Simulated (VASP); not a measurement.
A VASP calculation is set up with these files.

File POSCAR:
```
AgAs
6.6774890
  0.5000000267   0.0000000000   0.0000000000
  0.0000000000   0.5000000267   0.0000000000
  0.0000000000   0.0000000000   0.5000000267
Ag As
1 1
Direct
  0.0000000000   0.0149756884   0.0000000000
  0.5000000000   0.5000000000   0.5000000000
```

KPOINTS:
```
Automatic mesh
0
Gamma
10 10 10
0 0 0
```

### INCAR
```
LREAL = .FALSE.
LCHARG = .FALSE.
PREC = Accurate
ISIF = 2
METAGGA = R2SCAN
ALGO = Normal   # blocked Davidson
LWAVE = .FALSE.
SYSTEM = AgAs
LASPH = .TRUE.
NELM = 100
EDIFF = 1E-7   # SCF stop (eV)
ENCUT = 480   # plane-wave cut-off (eV)
ISMEAR = 1
LMIXTAU = .TRUE.
LMAXMIX = 4   # l cut-off of mixed one-centre charges
SIGMA = 0.1   # width (eV)
```

POTCAR, in this order: Ag As (PBE.64 set). Program: vasp_std.

Translate this r2SCAN calculation to Ansatz.

One equivalent input (not run):
Ansatz 0.2 input:
```yaml
crystal:
  lattice:
    - [3.3387447, 0.0000000, 0.0000000]
    - [0.0000000, 3.3387447, 0.0000000]
    - [0.0000000, 0.0000000, 3.3387447]
  atoms:
    - { symbol: Ag, position: [0.0000000, 0.0149757, 0.0000000] }
    - { symbol: As, position: [0.5000000, 0.5000000, 0.5000000] }
kpoints:
  mp_grid: { grid: [10, 10, 10] }
hamiltonian:
  xc: r2scan
  pseudopotentials: { kind: paw }
scf:
  occupations: { method: methfessel_paxton, width: 0.1 }
  max_iter: 100
output: { forces: true, stress: true, eigenvalues: true }
```
The two are equivalent in intent, not identical: each code has its own PAW files, so the cut-off isn't converted (ENCUT is set for VASP's; basis.ecutwfc is left out, and Ansatz then takes the one that its files recommend); Ansatz stops its SCF on the density residual and VASP on the energy change (EDIFF).

The structure was generated: AgAs was put into the CsCl type (Pm-3m), which need not be its known phase. This cell was strained or had an atom moved on purpose.
